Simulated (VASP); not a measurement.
OSZICAR of a VASP run on Sc3CuC (a trial cell in the cubic-perovskite structure, space group Pm-3m):

**OSZICAR**
```
       N       E                     dE             d eps       ncg     rms          rms(c)
DAV:   1     0.859566176145E+03    0.85957E+03   -0.22243E+04   560   0.201E+03
DAV:   2     0.540078603720E+02   -0.80556E+03   -0.79567E+03   752   0.777E+02
DAV:   3    -0.345065005536E+02   -0.88514E+02   -0.84812E+02   928   0.312E+02
DAV:   4    -0.413608034015E+02   -0.68543E+01   -0.65807E+01   896   0.703E+01
DAV:   5    -0.417018231304E+02   -0.34102E+00   -0.33717E+00   904   0.159E+01    0.187E+01
DAV:   6    -0.327664805811E+02    0.89353E+01   -0.72443E+01   912   0.764E+01    0.733E+00
DAV:   7    -0.321181782944E+02    0.64830E+00   -0.98523E+00   760   0.353E+01    0.493E+00
DAV:   8    -0.319396439724E+02    0.17853E+00   -0.24388E+00   864   0.234E+01    0.224E+00
DAV:   9    -0.318878210874E+02    0.51823E-01   -0.41179E-01   868   0.965E+00    0.598E-01
DAV:  10    -0.318841938515E+02    0.36272E-02   -0.71669E-02   944   0.417E+00    0.193E-01
DAV:  11    -0.318852638711E+02   -0.10700E-02   -0.11841E-02   952   0.694E-01    0.130E-01
DAV:  12    -0.318856504928E+02   -0.38662E-03   -0.90878E-03   976   0.948E-01    0.134E-01
DAV:  13    -0.318851307538E+02    0.51974E-03   -0.38798E-03   868   0.589E-01    0.195E-02
DAV:  14    -0.318851384896E+02   -0.77358E-05   -0.20701E-04   872   0.116E-01    0.480E-03
DAV:  15    -0.318851379055E+02    0.58410E-06   -0.81087E-06   716   0.229E-02
   1 F= -.31885138E+02 E0= -.31880461E+02  d E =-.935315E-02
```

Question: Which electronic solver shows in the log?

Answer: It is blocked Davidson (ALGO = Normal, or the opening steps of other solvers). The INCAR had ALGO = Normal.

Question: Can the final energy be trusted as converged?

Answer: The run converged. It stopped with EDIFF = 1E-6, NELM = 100 (PBE GGA + U (Dudarev), plane waves, VASP's PBE PAW potentials (set 64)).

The structure was generated: Sc3CuC was put into the cubic-perovskite type (Pm-3m), which need not be its known phase. The cell was not relaxed at this level. The run is one of a series of settings (LDAU = .TRUE., LDAUJ = 0 0 0, LDAUL = 2 -1 -1, LDAUTYPE = 2, LDAUU = 3.0 0 0 against the base run), some of them coarse on purpose.
